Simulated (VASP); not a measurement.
# Ag4AuS2 (P2/m) in VASP: reference runs

How does Ag4AuS2 come out in PBE? The cell is run as given and disturbed.

All numbers are computed with VASP 6.6.1; they aren't measurements. Logs are shortened: lines on timing, memory, paths and dates and some standing lists are left out, and cuts for length are marked.

**1. The structure**

Symmetry: P2/m, No. 10, monoclinic system. The conventional cell has a = 5.171 Å, b = 3.975 Å, c = 6.897 Å, α = 90.00°, β = 93.76°, γ = 90.00°. Au (site symmetry 2/m) has 2 S at 2.59 Å and 4 Ag at 2.93 Å as nearest neighbours. Around Ag (site symmetry m) lie 3 S at 2.63 to 2.68 Å and 3 Ag at 2.92 to 2.99 Å. Around Ag (site symmetry m) lie 3 S at 2.51 to 2.78 Å. S (site symmetry 2/m) is surrounded by 6 Ag at 2.51 to 2.63 Å. Around S (site symmetry 2/m) lie 2 Au at 2.59 Å and 6 Ag at 2.68 to 2.78 Å.

The cell comes from a database or a generator and needn't be the stable form of this composition.

**2. Single point, PBE**

INCAR reads:

```
PREC = Accurate
ENCUT = 520
EDIFF = 1E-7
ISMEAR = -1
SIGMA = 0.05
LREAL = F
LASPH = T
NELM = 80
ALGO = Normal
ISIF = 2
LWAVE = F
LCHARG = F
GGA = PE
NBANDS = 42
```

KPOINTS reads:

```
regular mesh
0
Gamma
  5 7 4
```

POSCAR reads:

```
Ag4AuS2
1.0
    5.1708000000      0.0000000000      0.0000000000
    0.0000000000      3.9750120000      0.0000000000
   -0.4518180000      0.0000000000      6.8818640000
Au Ag S
1 4 2
Direct
    0.0000000000      0.5000000000      0.5000000000
    0.2921090000      0.5000000000      0.1331000000
    0.6967860000      0.0000000000      0.2702700000
    0.3032140000      0.0000000000      0.7297300000
    0.7078910000      0.5000000000      0.8669000000
    0.0000000000      0.0000000000      0.0000000000
    0.5000000000      0.5000000000      0.5000000000
```

Potentials or basis: VASP PAW PBE potentials, release 64 (Au, Ag, S).

Launch:

```bash
cat potpaw_PBE.64/Au/POTCAR potpaw_PBE.64/Ag/POTCAR potpaw_PBE.64/S/POTCAR > POTCAR
mpirun -np 1 vasp_std > vasp.out
```

OUTCAR:

```text
PREC = Accurate
   ENCUT = 520
   EDIFF = 1E-7
   ISMEAR = -1
   LREAL = F
   LASPH = T
   NELM = 80
   ISIF = 2
   GGA = PE

 ion  position               nearest neighbor table
   1  0.000  0.500  0.500-   7 2.59   7 2.59   3 2.93   3 2.93   4 2.93   4 2.93   5 3.03   2 3.03

   2  0.292  0.500  0.133-   6 2.63   6 2.63   7 2.68   5 2.92   3 2.99   3 2.99   1 3.03   4 3.42
                             4 3.42   5 3.43
   3  0.697  0.000  0.270-   6 2.51   7 2.78   7 2.78   1 2.93   1 2.93   2 2.99   2 2.99   5 3.42
                             5 3.42
   4  0.303  0.000  0.730-   6 2.51   7 2.78   7 2.78   1 2.93   1 2.93   5 2.99   5 2.99   2 3.42
                             2 3.42
   5  0.708  0.500  0.867-   6 2.63   6 2.63   7 2.68   2 2.92   4 2.99   4 2.99   1 3.03   3 3.42
                             3 3.42   2 3.43
   6  0.000  0.000  0.000-   3 2.51   4 2.51   5 2.63   5 2.63   2 2.63   2 2.63
   7  0.500  0.500  0.500-   1 2.59   1 2.59   2 2.68   5 2.68   3 2.78   3 2.78   4 2.78   4 2.78

  LATTYP: Found a simple monoclinic cell.
 ALAT       =     5.1708000000
 B/A-ratio  =     0.7687421676
 C/A-ratio  =     1.3337742232
 COS(beta)  =    -0.0655123938

  Lattice vectors:

 A1 = (   5.1708000000,   0.0000000000,   0.0000000000)
 A2 = (   0.0000000000,   3.9750120000,   0.0000000000)
 A3 = (  -0.4518180000,   0.0000000000,   6.8818640000)

Analysis of symmetry for initial positions (statically):
=====================================================================
 Subroutine PRICEL returns:
 Original cell was already a primitive cell.

 Routine SETGRP: Setting up the symmetry group for a
 simple monoclinic supercell.

 Subroutine GETGRP returns: Found  4 space group operations
 (whereof  4 operations were pure point group operations)
 out of a pool of  4 trial point group operations.

The static configuration has the point symmetry C_2h.

Analysis of symmetry for dynamics (positions and initial velocities):
=====================================================================
 Subroutine PRICEL returns:
 Original cell was already a primitive cell.

 Routine SETGRP: Setting up the symmetry group for a
 simple monoclinic supercell.

 Subroutine GETGRP returns: Found  4 space group operations
 (whereof  4 operations were pure point group operations)
 out of a pool of  4 trial point group operations.

The dynamic configuration has the point symmetry C_2h.

 Subroutine INISYM returns: Found  4 space group operations
 (whereof  4 operations are pure point group operations),
 and found     1 'primitive' translations

----------------------------------------------------------------------------------------

                                     Primitive cell

  volume of cell :     141.4498

  direct lattice vectors                    reciprocal lattice vectors
     5.170800000  0.000000000  0.000000000     0.193393672  0.000000000  0.012696959
     0.000000000  3.975012000  0.000000000     0.000000000  0.251571568  0.000000000
    -0.451818000  0.000000000  6.881864000     0.000000000  0.000000000  0.145309468

  length of vectors
     5.170800000  3.975012000  6.896679753     0.193810023  0.251571568  0.145309468

  position of ions in fractional coordinates (direct lattice)
     1.000000000  0.500000000  0.500000000
     0.292109000  0.500000000  0.133100000
     0.696786000  0.000000000  0.270270000
     0.303214000  0.000000000  0.729730000
     0.707891000  0.500000000  0.866900000
     0.000000000  0.000000000  0.000000000
     0.500000000  0.500000000  0.500000000

  ion indices of the primitive-cell ions
   primitive index   ion index
                 1           1
                 2           2
                 3           3
                 4           4
                 5           5
                 6           6
                 7           7

----------------------------------------------------------------------------------------

 KPOINTS: regular mesh

Automatic generation of k-mesh.
 Grid dimensions read from file:
 generate k-points for:    5    7    4

 Generating k-lattice:

  Cartesian coordinates                     Fractional coordinates (reciprocal lattice)
     0.038678734  0.000000000  0.002539392     0.200000000  0.000000000  0.000000000
     0.000000000  0.035938795  0.000000000     0.000000000  0.142857143  0.000000000
     0.000000000  0.000000000  0.036327367     0.000000000  0.000000000  0.250000000

  Length of vectors
     0.038762005  0.035938795  0.036327367

  Shift w.r.t. Gamma in fractional coordinates (k-lattice)
     0.000000000  0.000000000  0.000000000

 Subroutine IBZKPT returns following result:
 ===========================================

 Found     44 irreducible k-points:

 Following reciprocal coordinates:
            Coordinates               Weight
  0.000000  0.000000  0.000000      1.000000
  0.200000  0.000000  0.000000      2.000000
  0.400000  0.000000  0.000000      2.000000
  0.000000  0.142857  0.000000      2.000000
  0.200000  0.142857  0.000000      4.000000
  0.400000  0.142857  0.000000      4.000000
[... 16 lines left out ...]
  0.000000  0.285714  0.250000      4.000000
  0.200000  0.285714  0.250000      4.000000
 [... further k-points ...]
   k-points           NKPTS =     44   k-points in BZ     NKDIM =     44   number of bands    NBANDS=     42
   number of dos      NEDOS =    301   number of ions     NIONS =      7
   total plane-waves  NPLWV =  64800
   dimension x,y,z NGX =    40 NGY =   30 NGZ =   54
   dimension x,y,z NGXF=    80 NGYF=   60 NGZF=  108
   ions per type =               1   4   2
   NGX,Y,Z   is equivalent  to a cutoff of  12.86, 12.55, 13.02 a.u.
   NGXF,Y,Z  is equivalent  to a cutoff of  25.72, 25.09, 26.03 a.u.
 SYSTEM =  unknown system
   PREC   = accura    normal or accurate (medium, high low for compatibility)
   ISTART =      0    job   : 0-new  1-cont  2-samecut
   ICHARG =      2    charge: 1-file 2-atom 10-const
   ISPIN  =      1    spin polarized calculation?
   LNONCOLLINEAR =      F non collinear calculations
   LSORBIT =      F    spin-orbit coupling
   LASPH  =      T    aspherical Exc in radial PAW
   ENCUT  =  520.0 eV  38.22 Ry    6.18 a.u.   9.61  7.39 12.82*2*pi/ulx,y,z
   NELM   =     80;   NELMIN=  2; NELMDL= -5     # of ELM steps
   EDIFF  = 0.1E-06   stopping-criterion for ELM
   LREAL  =      F    real-space projection
   EDIFFG = 0.1E-05   stopping-criterion for IOM
   NSW    =      0    number of steps for IOM
   IBRION =     -1    ionic relax: 0-MD 1-quasi-New 2-CG
   NFREE  =      0    steps in history (QN), initial steepest desc. (CG)
   ISIF   =      2    stress and relaxation
   ISYM   =      2    0-nonsym 1-usesym 2-fastsym
   POTIM  = 0.5000    time-step for ionic-motion
   TEBEG  =    0.0;   TEEND  =   0.0 temperature during run
   PSTRESS=    0.0 pullay stress
   NELECT =      67.0000    total number of electrons
   NUPDOWN=      -1.0000    fix difference up-down
   EMIN   =  10.00;   EMAX   =-10.00  energy-range for DOS
   EFERMI =   0.00;   METHOD = LEGACY
   ISMEAR =    -1;   SIGMA  =   0.05  broadening in eV -4-tet -1-fermi 0-gaus
   EFERMI_NEDOS =   21; number of points for ismear=-14 and -15
   IALGO  =     38    algorithm
   IMIX   =      4    mixing-type and parameters
     AMIX     =   0.40;   BMIX     =  1.00
     AMIX_MAG =   1.60;   BMIX_MAG =  1.00
  volume/ion in A,a.u.               =      20.21       136.36
  Fermi-wavevector in a.u.,A,eV,Ry     =   1.276142  2.411559 22.157611  1.628538
  Thomas-Fermi vector in A             =   2.408815
   LORBIT       =      0    0 simple, 1 ext, 2 COOP (PROOUT), +10 PAW based schemes
   GGA     = PE    functional components
   LHFCALC =     F    Hartree Fock is set to
   AEXX    =    0.0000 exact exchange contribution
   IVDW    =     0    specifies the selected vdW correction
   LEPSILON=     F    determine dielectric tensor
   LRPA    =     F    only Hartree local field effects (RPA)
 non-spin polarized calculation
  energy-cutoff  :      520.00
  volume of cell :      141.45
 maximum number of plane-waves:      3830
   NGX = 19   NGY = 15   NGZ = 25

 number of electron      66.9999997 magnetization

 Free energy of the ion-electron system (eV)
  ---------------------------------------------------
  ext. energy  EPLUGINS =         0.00000000
  ---------------------------------------------------
  free energy    TOTEN  =       -21.54293775 eV

  energy without entropy =      -21.52682333  energy(sigma->0) =      -21.53488054

 E-fermi :   6.2189     XC(G=0): -10.7422

 val. band max:        6.2072751026   @ k =  -0.2000   0.0000   0.2500
 cond. band min:       6.2332182772   @ k =   0.2000   0.1429   0.0000
 fundamental gap:      0.0259431746
 Fermi energy:         6.2188584500

 k-point     1 :       0.0000    0.0000    0.0000
  band No.  band energies     occupation
      1      -7.5825      2.00000
      2      -6.9510      2.00000
      3       0.2049      2.00000
      4       0.2995      2.00000
      5       0.5504      2.00000
      6       0.7715      2.00000
[... 34 lines left out ...]
     41      12.3037      0.00000
     42      12.7138      0.00000

 k-point     2 :       0.2000    0.0000    0.0000
  band No.  band energies     occupation
      1      -7.4867      2.00000
      2      -6.9499      2.00000
      3      -0.1648      2.00000
      4       0.1878      2.00000
      5       0.4863      2.00000
      6       0.5856      2.00000
[... 34 lines left out ...]
     41      12.3068      0.00000
     42      13.2755      0.00000

 k-point     3 :       0.4000    0.0000    0.0000
  band No.  band energies     occupation
      1      -7.3024      2.00000
      2      -6.9662      2.00000
      3      -0.9069      2.00000
      4       0.0691      2.00000
      5       0.3173      2.00000
      6       0.6807      2.00000
[... 897 lines left out ...]
      4       0.3389      2.00000
      5       0.6089      2.00000
      6       0.8118      2.00000
[... 34 lines left out ...]
     41      11.2975      0.00000
     42      11.9594      0.00000

 k-point    24 :       0.2000    0.2857    0.2500
  band No.  band energies     occupation
      1      -7.3292      2.00000
      2      -6.8572      2.00000
      3       0.0516      2.00000
      4       0.1309      2.00000
      5       0.4645      2.00000
      6       0.6829      2.00000
[... 34 lines left out ...]
     41      12.0579      0.00000
     42      12.8256      0.00000

 [... further k-points ...]
[... 5 lines left out ...]
  --------------------------------------------------------------------------------------
  -------------------------------------------------------------------------------------
  Total       -0.8885818     -0.5776813     -0.5077877      0.0000000      0.0000000      0.0459951
  in kB      -10.0648133     -6.5432973     -5.7516243      0.0000000      0.0000000      0.5209783
  external PRESSURE =      -7.4532450 kB  Pullay stress =       0.0000000 kB

 VOLUME and BASIS-vectors are now :
 -----------------------------------------------------------------------------
  energy-cutoff  :      520.00
  volume of cell :      141.45
      direct lattice vectors                 reciprocal lattice vectors
     5.170800000  0.000000000  0.000000000     0.193393672  0.000000000  0.012696959
     0.000000000  3.975012000  0.000000000     0.000000000  0.251571568  0.000000000
    -0.451818000  0.000000000  6.881864000     0.000000000  0.000000000  0.145309468

 POSITION                                       TOTAL-FORCE (eV/Angst)
 -----------------------------------------------------------------------------------
     -0.22591      1.98751      3.44093         0.000000      0.000000      0.000000
      1.45030      1.98751      0.91598         0.015683      0.000000      0.019414
      3.48083      0.00000      1.85996        -0.039801      0.000000     -0.007617
      1.23815      0.00000      5.02190         0.039801      0.000000      0.007617
      3.26868      1.98751      5.96589        -0.015683      0.000000     -0.019414
      0.00000      0.00000      0.00000         0.000000      0.000000      0.000000
      2.35949      1.98751      3.44093         0.000000      0.000000      0.000000
 -----------------------------------------------------------------------------------
    total drift:                               -0.000000     -0.000000     -0.000000

  FREE ENERGIE OF THE ION-ELECTRON SYSTEM (eV)
  ---------------------------------------------------
  free  energy   TOTEN  =       -21.5429377495 eV

  energy  without entropy=      -21.5268233295  energy(sigma->0) =      -21.53488054
```

It took 3.6 min on 1 thread of AMD EPYC 7R13 (Zen 3), shared host; peak memory 0.34 GiB.

Results:

```yaml
Free_energy: -21.5429 eV
Pressure: -0.7 GPa
Largest_force: 0.041 eV/Å
Band_gap_on_the_k_mesh: none (metal or under the smearing width)
```

Forces on the atoms (eV/Å):
```
Au   0.000  0.000  0.000
Ag   0.016  0.000  0.019
Ag  -0.040  0.000 -0.008
Ag   0.040  0.000  0.008
Ag  -0.016  0.000 -0.019
S    0.000  0.000  0.000
S    0.000  0.000  0.000
```

Stress tensor (GPa, compression positive):
```
-1.01  0.00  0.05
 0.00 -0.65  0.00
 0.05  0.00 -0.58
```

**3. Single point, PBE (atoms moved at random, drawn with an rms of 0.05 Å)**

INCAR reads:

```
  PREC = Accurate
  ENCUT = 520
  EDIFF = 1E-7
  ISMEAR = -1
  SIGMA = 0.05
  LREAL = False
  LASPH = True
  NELM = 80
  ALGO = Normal
  ISIF = 2
  LWAVE = False
  LCHARG = False
  GGA = PE
  NBANDS = 42
```

KPOINTS is that of step 2.

POSCAR reads:

```
Ag4AuS2
1.0
    5.1708000000      0.0000000000      0.0000000000
    0.0000000000      3.9750120000      0.0000000000
   -0.4518180000      0.0000000000      6.8818640000
Au Ag S
1 4 2
Direct
    0.0048690000      0.5002530000      0.5013600000
    0.2877020000      0.5098470000      0.1316120000
    0.7054570000     -0.0044590000      0.2694280000
    0.3010430000      0.0082520000      0.7323130000
    0.6991100000      0.4947260000      0.8653310000
   -0.0082320000     -0.0110210000      0.0013540000
    0.5103860000      0.4995160000      0.4996740000
```

Potentials or basis: VASP PAW PBE potentials, release 64 (Au, Ag, S).

Launch:

```bash
cat potpaw_PBE.64/Au/POTCAR potpaw_PBE.64/Ag/POTCAR potpaw_PBE.64/S/POTCAR > POTCAR
mpirun -np 1 vasp_std > vasp.out
```

Wall time 4.9 min (1 thread of AMD EPYC 7R13 (Zen 3), shared host); peak memory 0.45 GiB.

It converged, with:

| Item | Value |
| --- | --- |
| Free energy | -21.5201 eV |
| Pressure | -0.6 GPa |
| Largest force | 0.313 eV/Å |
| Band gap on the k mesh | none (metal or under the smearing width) |

Forces on the atoms (eV/Å):
```
Au   0.115  0.013  0.001
Ag   0.063 -0.134  0.095
Ag  -0.249  0.080  0.172
Ag   0.026 -0.054 -0.006
Ag   0.057  0.028  0.019
S    0.138  0.107 -0.216
S   -0.150 -0.040 -0.064
```

Stress tensor (GPa, compression positive):
```
-0.73 -0.07 -0.18
-0.07 -0.71 -0.21
-0.18 -0.21 -0.25
```

Levels at points of the mesh, in eV from the Fermi level:
```
           k point  band 31  band 32  band 33  band 34  band 35  band 36
(0.00, 0.00, 0.00)    -2.00    -1.83    -1.77    -1.36    -0.30     3.31
(0.00, 0.00, 0.50)    -1.75    -1.34    -0.88    -0.35    -0.12     1.76
```
